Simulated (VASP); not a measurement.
A convergence study with VASP on MgB$_{2}$ (space group no. 191 when undisturbed): a few settings are varied, all else stays as given below, so the limit is that of these other settings. One atom is moved off its site, so that forces are finite.

```
MgB2
1.0
    1.55272    -2.68940     0.00000
    1.55272     2.68940     0.00000
    0.00000     0.00000     3.53760
Mg B
1 2
Direct
  0.00000   0.00000   0.01413
  0.33333   0.66667   0.50000
  0.66667   0.33333   0.50000
```

These are PBEsol GGA, VASP's PBE PAW potentials (set 64) (plane waves; VASP) values and carry that method's errors. The last row used: 400 eV cut-off, 12×12×9 Γ-centred mesh, Fermi-Dirac smearing of 0.10 eV, potentials Mg B.

```csv
setting,E (eV/atom),pressure (GPa),largest force (eV/Å),irreducible k-points
NBANDS = 4,…,…,…,95
NBANDS = 5,-5.3991,-5.52,0.305,95
NBANDS = 6,-5.3991,-5.52,0.305,95
NBANDS = 7,-5.3991,-5.52,0.305,95
NBANDS = 8,-5.3991,-5.52,0.305,95
NBANDS = 10,-5.3991,…,0.305,95
NBANDS = 14,-5.3991,-5.52,0.305,95
NBANDS = 20,-5.3991,-5.52,0.305,95
NBANDS = 36,-5.3991,-5.52,0.305,95
```

What belongs in the gaps?

- NBANDS = 4, E (eV/atom): -5.2994
- NBANDS = 4, pressure (GPa): -4.03
- NBANDS = 4, largest force (eV/Å): 0.254
- NBANDS = 10, pressure (GPa): -5.53

VASP warned of too few bands at NBANDS = 4; NBANDS = 5.

Left out are rungs that failed or repeat a setting and relaxations that didn't move; long series are thinned to 24 rows.

The structure is a typed MgB2 crystal (space group no. 191). The cell was not relaxed at this level, it is distorted from the ideal structure. VASP warned that the highest band is occupied, so more bands are needed.
